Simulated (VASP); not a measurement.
Computed with PW91 GGA, VASP's PBE PAW potentials (set 64) (plane waves; VASP 6.6.1).

Input for VASP

### INCAR
```
SYSTEM = SnO
PREC = Accurate; ENCUT = 520; LREAL = .FALSE.
LASPH = .TRUE.
EDIFF = 1E-7; NELM = 100; ALGO = Normal
LMAXMIX = 4
ISMEAR = 0; SIGMA = 0.05
GGA = 91
IBRION = 2; NSW = 30; ISIF = 4
EDIFFG = -0.01
LWAVE = .FALSE.; LCHARG = .FALSE.
```

File KPOINTS:
```
Automatic
0
gamma
6 6 5
0 0 0
```

### POSCAR
```
SnO
1
    3.7891416636     0.0000000000     0.0000000000
    0.0000000000     3.7891416636     0.0000000000
    0.0000000000     0.0000000000     4.9030957004
Sn O
2 2
Direct
  0.5000000000   0.0000000000   0.7680135449
  0.0000000000   0.5000000000   0.2319864551
  0.5000000000   0.5000000000   0.0000000000
  1.0000000000   1.0000000000   0.0000000000
```

POTCAR, in this order: Sn_d O (PBE.64 set). Program: vasp_std.

Output

OSZICAR:
```
       N       E                     dE             d eps       ncg     rms          rms(c)
DAV:   1     0.403935777892E+03    0.40394E+03   -0.20787E+04  1464   0.256E+03
DAV:   2     0.281335911140E+02   -0.37580E+03   -0.37016E+03  1608   0.576E+02
DAV:   3    -0.246504522001E+02   -0.52784E+02   -0.51881E+02  1696   0.192E+02
DAV:   4    -0.266374941006E+02   -0.19870E+01   -0.19850E+01  1704   0.419E+01
DAV:   5    -0.266954683114E+02   -0.57974E-01   -0.57951E-01  1784   0.708E+00    0.120E+01
DAV:   6    -0.228476015493E+02    0.38479E+01   -0.25274E+01  2424   0.529E+01    0.469E+00
DAV:   7    -0.228577434886E+02   -0.10142E-01   -0.22258E+00  1624   0.985E+00    0.257E+00
DAV:   8    -0.228586013422E+02   -0.85785E-03   -0.57361E-01  2192   0.573E+00    0.105E+00
DAV:   9    -0.228360697183E+02    0.22532E-01   -0.18064E-01  2216   0.437E+00    0.254E-01
DAV:  10    -0.228379780245E+02   -0.19083E-02   -0.19638E-02  2032   0.133E+00    0.185E-01
DAV:  11    -0.228372402982E+02    0.73773E-03   -0.51201E-03  2256   0.737E-01    0.267E-02
DAV:  12    -0.228373195783E+02   -0.79280E-04   -0.70442E-04  1536   0.164E-01    0.437E-02
DAV:  13    -0.228373016281E+02    0.17950E-04   -0.14010E-04  2208   0.136E-01    0.558E-03
DAV:  14    -0.228373025257E+02   -0.89755E-06   -0.14140E-05  2160   0.381E-02    0.482E-03
DAV:  15    -0.228373024844E+02    0.41237E-07   -0.18498E-06  2088   0.106E-02    0.162E-03
DAV:  16    -0.228373025898E+02   -0.10539E-06   -0.17233E-07  1104   0.313E-03    0.129E-03
DAV:  17    -0.228373025712E+02    0.18586E-07   -0.18942E-07  1024   0.547E-03
   1 F= -.22837303E+02 E0= -.22837299E+02  d E =-.228373E+02
       N       E                     dE             d eps       ncg     rms          rms(c)
DAV:   1    -0.228376656000E+02   -0.36301E-03   -0.17841E+01  1736   0.277E+01    0.928E-01
DAV:   2    -0.228823849131E+02   -0.44719E-01   -0.52050E-01  2128   0.613E+00    0.389E-01
DAV:   3    -0.228813946686E+02    0.99024E-03   -0.65883E-03  2032   0.811E-01    0.248E-01
DAV:   4    -0.228807652637E+02    0.62940E-03   -0.99189E-04  2232   0.485E-01    0.659E-02
DAV:   5    -0.228807642498E+02    0.10139E-05   -0.38060E-04  1912   0.179E-01    0.185E-02
DAV:   6    -0.228807703476E+02   -0.60979E-05   -0.29332E-05  1728   0.472E-02    0.932E-03
DAV:   7    -0.228807717299E+02   -0.13822E-05   -0.59470E-06  2040   0.268E-02    0.252E-03
DAV:   8    -0.228807719641E+02   -0.23426E-06   -0.10075E-06  1784   0.107E-02    0.585E-04
DAV:   9    -0.228807720060E+02   -0.41879E-07   -0.97023E-08   984   0.277E-03
   2 F= -.22880772E+02 E0= -.22880567E+02  d E =-.434694E-01
       N       E                     dE             d eps       ncg     rms          rms(c)
DAV:   1    -0.228799970423E+02    0.77492E-03   -0.91013E-01  1712   0.596E+00    0.206E-01
DAV:   2    -0.228822186601E+02   -0.22216E-02   -0.25028E-02  2120   0.143E+00    0.822E-02
DAV:   3    -0.228821450959E+02    0.73564E-04   -0.31146E-04  1872   0.181E-01    0.512E-02
DAV:   4    -0.228821110661E+02    0.34030E-04   -0.61636E-05  2200   0.134E-01    0.124E-02
DAV:   5    -0.228821124835E+02   -0.14174E-05   -0.22350E-05  1656   0.457E-02    0.441E-03
DAV:   6    -0.228821131641E+02   -0.68060E-06   -0.18751E-06  2064   0.189E-02    0.209E-03
DAV:   7    -0.228821132097E+02   -0.45633E-07   -0.29234E-07  1248   0.536E-03
   3 F= -.22882113E+02 E0= -.22881865E+02  d E =-.448106E-01
       N       E                     dE             d eps       ncg     rms          rms(c)
DAV:   1    -0.229061808516E+02   -0.24068E-01   -0.10344E+00  1536   0.869E+00    0.881E-01
DAV:   2    -0.228950885428E+02    0.11092E-01   -0.39743E-02  1896   0.280E+00    0.543E-01
DAV:   3    -0.228881033833E+02    0.69852E-02   -0.70899E-03  2048   0.151E+00    0.105E-01
DAV:   4    -0.228880844476E+02    0.18936E-04   -0.21157E-03  1888   0.414E-01    0.379E-02
DAV:   5    -0.228880855403E+02   -0.10927E-05   -0.21809E-04  1744   0.131E-01    0.110E-02
DAV:   6    -0.228880808571E+02    0.46833E-05   -0.19921E-05  2088   0.546E-02    0.359E-03
DAV:   7    -0.228880808096E+02    0.47491E-07   -0.25824E-06  1776   0.153E-02    0.223E-03
DAV:   8    -0.228880808649E+02   -0.55345E-07   -0.36744E-07  1240   0.548E-03
   4 F= -.22888081E+02 E0= -.22887855E+02  d E =-.596766E-02
       N       E                     dE             d eps       ncg     rms          rms(c)
DAV:   1    -0.229209100722E+02   -0.32829E-01   -0.17177E+00  1552   0.112E+01    0.114E+00
DAV:   2    -0.229026361489E+02    0.18274E-01   -0.67051E-02  1864   0.353E+00    0.701E-01
DAV:   3    -0.228911130262E+02    0.11523E-01   -0.11321E-02  2024   0.180E+00    0.142E-01
DAV:   4    -0.228909851432E+02    0.12788E-03   -0.30832E-03  1936   0.534E-01    0.487E-02
DAV:   5    -0.228909877249E+02   -0.25818E-05   -0.38173E-04  1752   0.176E-01    0.136E-02
DAV:   6    -0.228909811496E+02    0.65754E-05   -0.27016E-05  2152   0.648E-02    0.457E-03
DAV:   7    -0.228909809918E+02    0.15772E-06   -0.45960E-06  1760   0.190E-02    0.301E-03
DAV:   8    -0.228909810811E+02   -0.89258E-07   -0.56535E-07  1352   0.592E-03
   5 F= -.22890981E+02 E0= -.22890756E+02  d E =-.886787E-02
```

**OUTCAR**
```
------------------------ aborting loop because EDIFF is reached ----------------------------------------
  FORCE on cell =-STRESS in cart. coord.  units (eV):
  Direction    XX          YY          ZZ          XY          YZ          ZX
  --------------------------------------------------------------------------------------
  Total        0.8104951      0.8104951      0.7764016      0.0000000      0.0000000      0.0000000
  in kB       18.4462864     18.4462864     17.6703425      0.0000000      0.0000000      0.0000000
  external PRESSURE =      18.1876385 kB  Pullay stress =       0.0000000 kB
  volume of cell :       70.40
      direct lattice vectors                 reciprocal lattice vectors
     3.837073256  0.000000000  0.000000000     0.260615301  0.000000000  0.000000000
     0.000000000  3.837073256  0.000000000     0.000000000  0.260615301 -0.000000000
     0.000000000  0.000000000  4.781364728     0.000000000 -0.000000000  0.209145308
 POSITION                                       TOTAL-FORCE (eV/Angst)
 -----------------------------------------------------------------------------------
      1.91854      0.00000      3.61834         0.000000      0.000000      0.007074
      3.83707      1.91854      1.16303        -0.000000     -0.000000     -0.007074
      1.91854      1.91854      0.00000        -0.000000      0.000000      0.000000
      0.00000      0.00000      4.78136        -0.000000      0.000000      0.000000
 -----------------------------------------------------------------------------------
    total drift:                                0.000000      0.000000      0.000000
  FREE ENERGIE OF THE ION-ELECTRON SYSTEM (eV)
  ---------------------------------------------------
  free  energy   TOTEN  =       -22.8909810811 eV

  energy  without entropy=      -22.8905311448  energy(sigma->0) =      -22.89075611

 reached required accuracy - stopping structural energy minimisation
```
(Selected blocks of OUTCAR.)

### CONTCAR
```
SnO
   1.00000000000000
     3.8370732564245960    0.0000000000000000    0.0000000000000000
     0.0000000000000000    3.8370732564245960    0.0000000000000000
     0.0000000000000000    0.0000000000000000    4.7813647282700567
  Sn              O
     2     2
Direct
     0.5000000000000000    0.0000000000000000    0.7567578251259685
     1.0000000000000000    0.5000000000000000    0.2432421748740315
     0.5000000000000000    0.5000000000000000    0.0000000000000000
     0.0000000000000000    0.0000000000000000    1.0000000000000000
```

Without a dispersion term in the relaxation, distances and binding between the weakly bound layers, chains or molecules are unreliable, and so is what depends on them.

The compound is SnO in the litharge structure. This cell is one point of a volume scan, at 0.94 of the reference volume. Symmetry was kept, so distortions that lower it aren't found.
